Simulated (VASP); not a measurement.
Method: r2SCAN meta-GGA, VASP's PBE PAW potentials (set 64) (plane waves; VASP).

A VASP calculation is set up with these files.

POSCAR:
```
CsH
1
    3.8184100000     0.0000000000     0.0000000000
    0.0000000000     3.8184100000     0.0000000000
    0.0000000000     0.0000000000     3.8184100000
Cs H
1 1
Direct
  0.0000000000   0.0000000000   0.0000000000
  0.5000000000   0.5000000000   0.5000000000
```

### INCAR
```
SYSTEM = CsH
PREC = Accurate
ENCUT = 400
EDIFF = 1E-6
NELM = 100
ALGO = Normal
LREAL = .FALSE.
LASPH = .TRUE.
ISMEAR = 0
SIGMA = 0.05
METAGGA = R2SCAN
LMIXTAU = .TRUE.
LMAXMIX = 4
LWAVE = .FALSE.
LCHARG = .FALSE.
IBRION = 2
ISIF = 3
NSW = 60
EDIFFG = -0.01
```

**KPOINTS**
```
Automatic mesh
0
Gamma
6 6 6
0 0 0
```

POTCAR, in this order: Cs_sv H (PBE.64 set). Program: vasp_std.

What VASP printed:

### OSZICAR
```
       N       E                     dE             d eps       ncg     rms          rms(c)
DAV:   1     0.166480210273E+02    0.16648E+02   -0.41792E+03   360   0.801E+02
DAV:   2    -0.291573252846E+02   -0.45805E+02   -0.44667E+02   496   0.130E+02
DAV:   3    -0.316778793575E+02   -0.25206E+01   -0.25194E+01   386   0.360E+01
DAV:   4    -0.316941990613E+02   -0.16320E-01   -0.16319E-01   531   0.340E+00
DAV:   5    -0.316942201965E+02   -0.21135E-04   -0.21135E-04   434   0.891E-02    0.329E+00
DAV:   6    -0.285908981869E+02    0.31033E+01   -0.49444E-01   396   0.630E+00    0.188E+00
DAV:   7    -0.289238700542E+02   -0.33297E+00   -0.33039E+00   401   0.933E+00    0.151E+00
DAV:   8    -0.289604062268E+02   -0.36536E-01   -0.49630E-01   375   0.542E+00    0.671E-01
DAV:   9    -0.288530524377E+02    0.10735E+00   -0.20074E-01   374   0.460E+00    0.513E-01
DAV:  10    -0.289590133190E+02   -0.10596E+00   -0.18606E-01   374   0.402E+00    0.123E-01
DAV:  11    -0.289518835435E+02    0.71298E-02   -0.17311E-02   428   0.154E+00    0.130E-01
DAV:  12    -0.289528772196E+02   -0.99368E-03   -0.34774E-04   421   0.168E-01    0.156E-01
DAV:  13    -0.289514901195E+02    0.13871E-02   -0.12721E-02   364   0.970E-01    0.381E-02
DAV:  14    -0.289520029812E+02   -0.51286E-03   -0.11933E-03   369   0.386E-01    0.237E-02
DAV:  15    -0.289520150083E+02   -0.12027E-04   -0.14887E-04   387   0.116E-01    0.582E-03
DAV:  16    -0.289520391036E+02   -0.24095E-04   -0.34207E-05   380   0.641E-02    0.690E-03
DAV:  17    -0.289520381123E+02    0.99127E-06   -0.11381E-05   394   0.209E-02    0.106E-03
DAV:  18    -0.289520373676E+02    0.74470E-06   -0.10381E-06   385   0.999E-03
   1 F= -.28952037E+02 E0= -.28952037E+02  d E =-.289520E+02
       N       E                     dE             d eps       ncg     rms          rms(c)
DAV:   1    -0.289524713432E+02   -0.43323E-03   -0.93830E-03   362   0.621E-01    0.834E-02
DAV:   2    -0.289522090421E+02    0.26230E-03   -0.39032E-04   378   0.145E-01    0.414E-02
DAV:   3    -0.289521148801E+02    0.94162E-04   -0.25870E-04   392   0.128E-01    0.907E-03
DAV:   4    -0.289521402939E+02   -0.25414E-04   -0.43912E-05   362   0.711E-02    0.744E-03
DAV:   5    -0.289521448228E+02   -0.45289E-05   -0.30360E-06   370   0.216E-02    0.222E-03
DAV:   6    -0.289521459288E+02   -0.11059E-05   -0.29568E-06   362   0.179E-02    0.117E-03
DAV:   7    -0.289521466015E+02   -0.67274E-06   -0.13476E-06   351   0.115E-02
   2 F= -.28952147E+02 E0= -.28952147E+02  d E =-.109234E-03
       N       E                     dE             d eps       ncg     rms          rms(c)
DAV:   1    -0.289523132562E+02   -0.16733E-03   -0.35467E-03   361   0.382E-01    0.514E-02
DAV:   2    -0.289522134526E+02    0.99804E-04   -0.14791E-04   370   0.908E-02    0.255E-02
DAV:   3    -0.289521780905E+02    0.35362E-04   -0.97681E-05   392   0.779E-02    0.559E-03
DAV:   4    -0.289521878495E+02   -0.97590E-05   -0.15720E-05   362   0.426E-02    0.456E-03
DAV:   5    -0.289521905701E+02   -0.27206E-05   -0.12152E-06   361   0.139E-02    0.129E-03
DAV:   6    -0.289521911307E+02   -0.56058E-06   -0.99147E-07   334   0.106E-02
   3 F= -.28952191E+02 E0= -.28952191E+02  d E =-.153763E-03
       N       E                     dE             d eps       ncg     rms          rms(c)
DAV:   1    -0.289527239751E+02   -0.53341E-03   -0.14033E-02   360   0.761E-01    0.103E-01
DAV:   2    -0.289523299905E+02    0.39398E-03   -0.56433E-04   377   0.175E-01    0.511E-02
DAV:   3    -0.289521951037E+02    0.13489E-03   -0.40014E-04   392   0.153E-01    0.111E-02
DAV:   4    -0.289522226373E+02   -0.27534E-04   -0.53123E-05   361   0.818E-02    0.895E-03
DAV:   5    -0.289522278122E+02   -0.51749E-05   -0.57586E-06   362   0.313E-02    0.210E-03
DAV:   6    -0.289522286393E+02   -0.82704E-06   -0.43640E-06   361   0.230E-02
   4 F= -.28952229E+02 E0= -.28952229E+02  d E =-.191272E-03
```

OUTCAR:
```
------------------------ aborting loop because EDIFF is reached ----------------------------------------
  FORCE on cell =-STRESS in cart. coord.  units (eV):
  Direction    XX          YY          ZZ          XY          YZ          ZX
  --------------------------------------------------------------------------------------
  Total       -0.0053237     -0.0053237     -0.0053237      0.0000000     -0.0000000     -0.0000000
  in kB       -0.1545019     -0.1545019     -0.1545019      0.0000000     -0.0000000     -0.0000000
  external PRESSURE =      -0.1545019 kB  Pullay stress =       0.0000000 kB
  volume of cell :       55.21
      direct lattice vectors                 reciprocal lattice vectors
     3.807703976 -0.000000000  0.000000000     0.262625458 -0.000000000  0.000000000
     0.000000000  3.807703976  0.000000000     0.000000000  0.262625458  0.000000000
    -0.000000000  0.000000000  3.807703976    -0.000000000  0.000000000  0.262625458
 POSITION                                       TOTAL-FORCE (eV/Angst)
 -----------------------------------------------------------------------------------
      0.00000      0.00000      0.00000        -0.000000      0.000000      0.000000
      1.90385      1.90385      1.90385         0.000000      0.000000      0.000000
 -----------------------------------------------------------------------------------
    total drift:                               -0.000000      0.000000      0.000000
  FREE ENERGIE OF THE ION-ELECTRON SYSTEM (eV)
  ---------------------------------------------------
  free  energy   TOTEN  =       -28.9522286393 eV

  energy  without entropy=      -28.9522286393  energy(sigma->0) =      -28.95222864

 reached required accuracy - stopping structural energy minimisation
```
(Selected blocks of OUTCAR.)

### CONTCAR
```
CsH
   1.00000000000000
     3.8077039758029807   -0.0000000000000000    0.0000000000000000
     0.0000000000000000    3.8077039758029807    0.0000000000000000
    -0.0000000000000000    0.0000000000000000    3.8077039758029807
  Cs              H
     1     1
Direct
     0.0000000000000000    0.0000000000000000    0.0000000000000000
     0.5000000000000000    0.5000000000000000    0.5000000000000000
```

The structure comes from a computed database's CsH entry (Pm-3m); how it stands against other phases isn't given here. This run relaxes it. Symmetry was kept, so distortions that lower it aren't found.
